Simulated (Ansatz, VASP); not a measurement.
One calculation of ScB2, two programs

The input INCAR:

```
SYSTEM = ScB2
ALGO = Normal
EDIFF = 1E-6
EDIFFG = -0.005
ENCUT = 600
IBRION = 2
ISIF = 3
ISMEAR = 0
LASPH = .True.
LCHARG = .False.
LREAL = .False.
LWAVE = .False.
NELM = 100
NSW = 70
PREC = Accurate
SIGMA = 0.1
```

KPOINTS

```
k-points
0
Gamma
  15 15 12
  0 0 0
```

POSCAR

```
ScB2
1.0
    3.1431857115      0.0000000000      0.0000000000
   -1.5715928557      2.7220786750      0.0000000000
    0.0000000000      0.0000000000      3.5221639689
Sc B
1 2
Direct
    0.0000000000      0.0000000000      0.0000000000
    0.3333333333      0.6666666667      0.5000000000
    0.6666666667      0.3333333333      0.5000000000
```

Input for Ansatz:

```yaml
crystal:
  lattice:
    - [3.1431857115, 0.0, 0.0]
    - [-1.5715928557, 2.722078675, 0.0]
    - [0.0, 0.0, 3.5221639689]
  atoms:
    - { symbol: Sc, position: [0.0, 0.0, 0.0] }
    - { symbol: B, position: [0.3333333333, 0.6666666667, 0.5] }
    - { symbol: B, position: [0.6666666667, 0.3333333333, 0.5] }
basis:
  ecutwfc: 420
kpoints:
  mp_grid: { grid: [15, 15, 12] }
hamiltonian:
  xc: lda
scf:
  occupations: { method: gaussian, width: 0.1 }
output:
  forces: true
  stress: true
  eigenvalues: true
relax:
  adjacent_minimum: "off"
  f_tol: 0.005
  max_steps: 50
  cell: { stress_tol: 0.05 }
```

Alike in both runs: task relaxation of cell and atoms; functional LDA; k mesh 15 × 15 × 12; occupations gaussian, width 0.1 eV; no spin polarisation.

|  | VASP | Ansatz |
| --- | --- | --- |
| version | VASP 6.6.1 | Ansatz 0.2.0 |
| potentials or method | VASP PAW LDA potentials, release 64 (Sc_sv, B) | scalar-relativistic, plane waves, PAW |
| plane-wave cutoff (eV) | 600 | 420 |
| valence electrons in the cell | 17 | 17 |

|  | VASP | Ansatz | Ansatz less VASP |
| --- | --- | --- | --- |
| gap on the k mesh at the Fermi level, each at its own relaxed structure (eV) | none | none | - |
| relaxed volume (Å³/atom) | 9.62 | 9.58 | -0.035 |
| relaxed cell length with the largest relative difference (Å) | 3.461 | 3.454 | -0.0068 |
| energy change over the relaxation (meV/atom) | -12 | -14 | -2.0 |

A gap of «none» marks a metal or a gap that the smearing closes.

LDA usually gives volumes a few per cent too small. Zero-point motion and thermal expansion aren't in these numbers.
